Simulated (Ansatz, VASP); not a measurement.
# ZnS in two plane-wave programs

One calculation is typed for both programs; each brings its own data sets. How far apart do they land? The cell is taken from a series of runs on this material, whose earlier steps may have relaxed, scaled, displaced or heated it; both programs get it as it stands.

Main program and level: Ansatz 0.2.0; plane waves, with VASP 6.6.1 beside it; single point at HSE06.

### Step 1. The starting structure

It takes space group F-43m (No. 216, cubic). The conventional cell has a = 5.357 Å, b = 5.357 Å, c = 5.357 Å, α = 90.00°, β = 90.00°, γ = 90.00°. Nearest to Zn lie 4 S at 2.32 Å. S has 4 Zn at 2.32 Å nearest. Farther neighbours and most contacts between anions are not listed.

As a file:

```
Zn S
1.0
     0.00000    2.67830    2.67830
     2.67830    0.00000    2.67830
     2.67830    2.67830    0.00000
Zn S
1 1
Cartesian
  0.0000 0.0000 0.0000
  4.0175 4.0175 4.0175
```

### Step 2. VASP: single point, HSE06

With cell and atoms fixed, the geometry can't cause a difference; cores, projectors, grids and the points listed under the comparison can.

Lines of VASP's logs that name or quote its potential files are left out, and so is its time.

The run reads the wave functions of an earlier VASP run, which isn't shown here.

Contents of INCAR:

```
SYSTEM = ZnS
PREC = Accurate
ENCUT = 400
EDIFF = 1E-06
NELM = 100
ISMEAR = -1
SIGMA = 0.02
LREAL = .FALSE.
ALGO = Normal
LHFCALC = .TRUE.
AEXX = 0.25
GGA = PE
HFSCREEN = 0.208
LASPH = .TRUE.
NBANDS = 15
PRECFOCK = Fast
LORBIT = 11
LWAVE = .FALSE.
LCHARG = .FALSE.
KPAR = 8
ISIF = 2
```

Contents of POSCAR:

```
ZnS
1.0
    0.0000000000      2.6783003991      2.6783003991
    2.6783003991      0.0000000000      2.6783003991
    2.6783003991      2.6783003991      0.0000000000
Zn S
1 1
Direct
    0.0000000000      0.0000000000      0.0000000000
    0.7500000000      0.7500000000      0.7500000000
```

Contents of KPOINTS:

```
Automatic mesh
0
Gamma
6 6 6
0 0 0
```

Potentials, in the order of the species: Zn and S (PBE family, release 64).

On the command line:

```console
mpirun -np 8 vasp_std
```

Numbers of over 12 decimals in the logs are rounded to 6 here.

The program printed:

```text
[banner, memory and clock lines left out]
running    8 mpi-ranks, on    1 nodes
 distrk:  each k-point on    1 cores,    8 groups
 distr:  one band on    1 cores,    1 groups

 POSCAR found type information on POSCAR ZnS
 POSCAR found :  2 types and       2 ions
|                                                                             |
|           W    W    AA    RRRRR   N    N  II  N    N   GGGG   !!!           |
|           W    W   A  A   R    R  NN   N  II  NN   N  G    G  !!!           |
|           W    W  A    A  R    R  N N  N  II  N N  N  G       !!!           |
|           W WW W  AAAAAA  RRRRR   N  N N  II  N  N N  G  GGG   !            |
|           WW  WW  A    A  R   R   N   NN  II  N   NN  G    G                |
|           W    W  A    A  R    R  N    N  II  N    N   GGGG   !!!           |
|                                                                             |
|     For optimal performance we recommend to set                             |
|       NCORE = 2 up to number-of-cores-per-socket                            |
|     NCORE specifies how many cores store one orbital (NPAR=cpu/NCORE).      |
|     This setting can greatly improve the performance of VASP for DFT.       |
|     The default, NCORE=1 might be grossly inefficient on modern             |
|     multi-core architectures or massively parallel machines. Do your        |
|     Unfortunately you need to use the default for GW and RPA                |
|     calculations (for HF NCORE is supported but not extensively tested      |
|     yet).                                                                   |
|                                                                             |

 LDA part: xc-table for (Slater+PW92), standard interpolation
 found WAVECAR, reading the header
 POSCAR, INCAR and KPOINTS ok, starting setup
 FFT: planning ... GRIDC
 FFT: planning ... GRID_SOFT
 FFT: planning ... GRID
 reading WAVECAR
 the WAVECAR file was read successfully
 initial charge from wavefunction
 entering main loop
       N       E                     dE             d eps       ncg     rms          rms(c)
DAV:   1    -0.837798115196E+01   -0.83780E+01   -0.51824E-01   648   0.275E+01    0.177E+00
DAV:   2    -0.835390073853E+01    0.24080E-01   -0.18769E-01   572   0.949E+00    0.729E-01
DAV:   3    -0.835528077273E+01   -0.13800E-02   -0.19111E-02   613   0.235E+00    0.495E-01
DAV:   4    -0.835528162757E+01   -0.85485E-06   -0.19270E-03   564   0.548E-01    0.294E-01
DAV:   5    -0.835523989390E+01    0.41734E-04   -0.14851E-04   677   0.148E-01    0.174E-01
DAV:   6    -0.835522745595E+01    0.12438E-04   -0.27857E-05   578   0.528E-02    0.989E-02
DAV:   7    -0.835522038606E+01    0.70699E-05   -0.21583E-06   534   0.174E-02    0.536E-02
DAV:   8    -0.835521787741E+01    0.25086E-05   -0.83077E-07   438   0.765E-03    0.287E-02
DAV:   9    -0.835521633896E+01    0.15384E-05   -0.40425E-07   317   0.541E-03    0.144E-02
DAV:  10    -0.835521549015E+01    0.84882E-06   -0.11722E-07   289   0.350E-03
   1 F= -.83552155E+01 E0= -.83552155E+01  d E =-.357961E-10
```

Parts of OUTCAR (step 2):

```text
ion  position               nearest neighbor table
   1  0.000  0.000  0.000-   2 2.32   2 2.32   2 2.32   2 2.32
   2  0.750  0.750  0.750-   1 2.32   1 2.32   1 2.32   1 2.32

  LATTYP: Found a face centered cubic cell.
 ALAT       =     5.3566007982

 Subroutine GETGRP returns: Found 24 space group operations
 (whereof 24 operations were pure point group operations)

The static configuration has the point symmetry T_d .

 Found     16 irreducible k-points:

   k-points           NKPTS =     16   k-points in BZ     NKDIM =    216   number of bands    NBANDS=     15

   dimension x,y,z NGX =    28 NGY =   28 NGZ =   28
   dimension x,y,z NGXF=    56 NGYF=   56 NGZF=   56

   ENCUT  =  400.0 eV  29.40 Ry    5.42 a.u.   6.18  6.18  6.18*2*pi/ulx,y,z

   NELECT =      18.0000    total number of electrons

 k-points in reciprocal lattice and weights: Automatic mesh
   0.00000000  0.00000000  0.00000000       0.005
   0.16666667  0.00000000  0.00000000       0.037
   0.33333333  0.00000000  0.00000000       0.037
   0.50000000  0.00000000  0.00000000       0.019
   0.16666667  0.16666667  0.00000000       0.028
   0.33333333  0.16666667  0.00000000       0.111
   0.50000000  0.16666667  0.00000000       0.111
  -0.33333333  0.16666667  0.00000000       0.111
  -0.16666667  0.16666667  0.00000000       0.056
[...]
-0.33333333  0.33333333  0.16666667       0.111
  -0.33333333  0.50000000  0.16666667       0.056

  exchange ACFDT corr.  =         0.00000000  see jH, gK, PRB 81, 115126

 average (electrostatic) potential at core
       1 -28.5100       2 -84.7786

 E-fermi :   2.0213

 k-point     1 :       0.0000    0.0000    0.0000
  band No.  band energies     occupation
    ...
      5      -5.8346      2.00000
      6      -5.8345      2.00000
      7       1.6297      2.00000
      8       1.6297      2.00000
      9       1.6297      2.00000
     10       5.0805      0.00000
     11       9.2939      0.00000
     12       9.2940      0.00000
     13       9.2940      0.00000
     14      14.8631      0.00000
    ...

 k-point     2 :       0.1667    0.0000    0.0000
  band No.  band energies     occupation
    ...
      5      -5.8365      2.00000
      6      -5.8365      2.00000
      7      -0.1720      2.00000
      8       1.3586      2.00000
      9       1.3586      2.00000
     10       6.1954      0.00000
     11       9.3021      0.00000
     12       9.7381      0.00000
     13       9.7381      0.00000
     14      13.9766      0.00000
    ...

 k-point     3 :       0.3333    0.0000    0.0000
  band No.  band energies     occupation
    ...
      5      -5.8242      2.00000
      6      -5.8241      2.00000
      7      -2.7327      2.00000
      8       0.8857      2.00000
      9       0.8857      2.00000
     10       6.3805      0.00000
     11       9.9583      0.00000
     12       9.9583      0.00000
     13      10.9264      0.00000
     14      14.6902      0.00000
    ...

  Total        0.6730792      0.6730792      0.6730792      0.0000000      0.0000000     -0.0000000
  in kB       28.0652508     28.0652508     28.0652508      0.0000000      0.0000000     -0.0000000
  external PRESSURE =      28.0652508 kB  Pullay stress =       0.0000000 kB

  energy-cutoff  :      400.00
  volume of cell :       38.42
      direct lattice vectors                 reciprocal lattice vectors
     0.000000000  2.678300399  2.678300399    -0.186685556  0.186685556  0.186685556
     2.678300399  0.000000000  2.678300399     0.186685556 -0.186685556  0.186685556
     2.678300399  2.678300399  0.000000000     0.186685556  0.186685556 -0.186685556

 POSITION                                       TOTAL-FORCE (eV/Angst)
 -----------------------------------------------------------------------------------
      0.00000      0.00000      0.00000        -0.000000     -0.000000      0.000000
      4.01745      4.01745      4.01745         0.000000      0.000000     -0.000000
 -----------------------------------------------------------------------------------
    total drift:                               -0.000109     -0.000065     -0.000062

  FREE ENERGIE OF THE ION-ELECTRON SYSTEM (eV)
  ---------------------------------------------------
  free  energy   TOTEN  =        -8.3552154901 eV

  energy  without entropy=       -8.3552154901  energy(sigma->0) =       -8.35521549

 total charge
# of ion       s       p       d       tot
------------------------------------------
    1        0.495   0.494   9.840  10.829
    2        1.306   2.482   0.000   3.788
--------------------------------------------------
tot          1.801   2.976   9.840  14.617

[... 3 further parts left out ...]
```

The run ends at a pressure of 2.81 GPa.

[end of part 1 of 2]

[Lines on the potential files, build, host, timing and source positions are cut from VASP's logs without a mark.]

[Logs are printed without paths, hosts, clocks, repeated set-up lines and the standing remarks that a program may print on its own settings, such as how far it seeks lower states.]

[Hosts, paths, dates, database ids (printed as entryN), source tags and the programs' standing remarks are cut or masked in the printed files.]
